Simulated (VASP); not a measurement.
Runs of VASP 6.6.1 on Ga8Sb3P5. The structure is trigonal, space group R3m (No. 160). Conventional cell: a = 8.050 Å, b = 8.050 Å, c = 19.778 Å, α = 90.00°, β = 90.00°, γ = 120.00°. Ga (site symmetry 3m) is surrounded by 1 P at 2.32 Å and 3 Sb at 2.53 Å. Ga (site symmetry m) has 2 P at 2.37 Å and 2 Sb at 2.57 Å as nearest neighbours. Ga (site symmetry m) has 3 P at 2.42 to 2.43 Å and 1 Sb at 2.60 Å as nearest neighbours. Ga (site symmetry 3m) has 4 P at 2.47 to 2.50 Å as nearest neighbours. Sb (site symmetry m) has 4 Ga at 2.53 to 2.60 Å as nearest neighbours. P (site symmetry 3m) has 4 Ga at 2.37 to 2.50 Å as nearest neighbours. P (site symmetry 3m) is surrounded by 4 Ga at 2.32 to 2.43 Å. P (site symmetry m) is surrounded by 4 Ga at 2.37 to 2.47 Å. The cell was built by a generator and needn't be a form met in nature.

```tsv
task	level	spin	cell	k mesh	cutoff (eV)	gap on the mesh (eV)	pressure (GPa)	largest force (eV/Å)
relaxation of cell and atoms	PBEsol	off	relaxed	6 × 6 × 5	600	(a)	0.0	-
band structure	PBEsol	SOC, no magnetisation	as given	3 × 3 × 3	520	-	0.1	0.05
band structure	PBEsol	off	as given	6 × 6 × 5	520	-	0.0	-
band structure	r2SCAN	off	as given	6 × 6 × 5	520	0.09	0.6	(b)
```

Alike in all rows: potentials or basis VASP PAW PBE potentials, release 64 (Ga_d, Sb, P); smearing gaussian 0.03 eV.

**Question.** Fill in the values left out.

**Answer.** (a) none; (b) 0.04.

Caveats: the PAW data sets were made with another functional, which shifts forces and pressure a little; spin-orbit coupling is left out, which moves the levels of the heavy elements (some runs); the relaxation stopped at its first step, so nothing moved (some runs).

A k mesh can miss the band edges, and rows without SOC leave out spin-orbit coupling on Ga, Sb.
